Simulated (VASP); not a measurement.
Level of theory: PBE GGA with D3 dispersion (zero damping), VASP's PBE PAW potentials (set 64) (plane waves; VASP).

Input for VASP

KPOINTS:
```
Automatic mesh
0
Gamma
16 16 8
0 0 0
```

INCAR:
```
SYSTEM  =  Zn
PREC  =  Accurate; ENCUT  =  520; LREAL  =  .FALSE.
LASPH  =  .TRUE.
EDIFF  =  1E-7; NELM  =  100; ALGO  =  Normal
LMAXMIX  =  4
ISMEAR  =  1; SIGMA  =  0.1
GGA  =  PE; IVDW  =  11
IBRION  =  2; NSW  =  30; ISIF  =  4
EDIFFG  =  -0.01
LWAVE  =  .FALSE.; LCHARG  =  .FALSE.
```

POSCAR:
```
Zn
1
    1.2981840576    -2.2485211573     0.0000000000
    1.2981840576     2.2485211573     0.0000000000
    0.0000000000     0.0000000000     4.5621782507
Zn
2
Direct
  0.3333330000   0.6666670000   0.2500000000
  0.6666670000   0.3333330000   0.7500000000
```

POTCAR, in this order: Zn (PBE.64 set). Program: vasp_std.

Problem. What does the run give for the energy per atom (σ→0), dispersion energy, band gap (on the k-mesh)?

Solution. 
- energy per atom (σ→0): -139.7 kJ/mol of atoms
- dispersion energy: -0.802 eV
- band gap (on the k-mesh): none (metal, semimetal or under 0.01 eV)

**OSZICAR**
```
...
DAV:   1    -0.211710437422E+01   -0.23872E-01   -0.50828E-01  5680   0.689E+00    0.978E-01
DAV:   2    -0.210171233283E+01    0.15392E-01   -0.14219E-02  5240   0.236E+00    0.587E-01
DAV:   3    -0.209350127989E+01    0.82111E-02   -0.10556E-02  6728   0.191E+00    0.670E-02
DAV:   4    -0.209359090715E+01   -0.89627E-04   -0.11333E-03  5136   0.401E-01    0.402E-02
DAV:   5    -0.209358821480E+01    0.26924E-05   -0.90976E-06  5672   0.706E-02    0.475E-03
DAV:   6    -0.209358751112E+01    0.70368E-06   -0.86179E-07  6040   0.155E-02    0.101E-03
DAV:   7    -0.209358754867E+01   -0.37554E-07   -0.14035E-07  3104   0.473E-03
   3 F= -.28953877E+01 E0= -.28952521E+01  d E =-.526290E-02
```

The compound is Zn in the hcp structure. This cell is one point of a volume scan, at 0.94 of the reference volume. Symmetry was kept, so distortions that lower it aren't found.
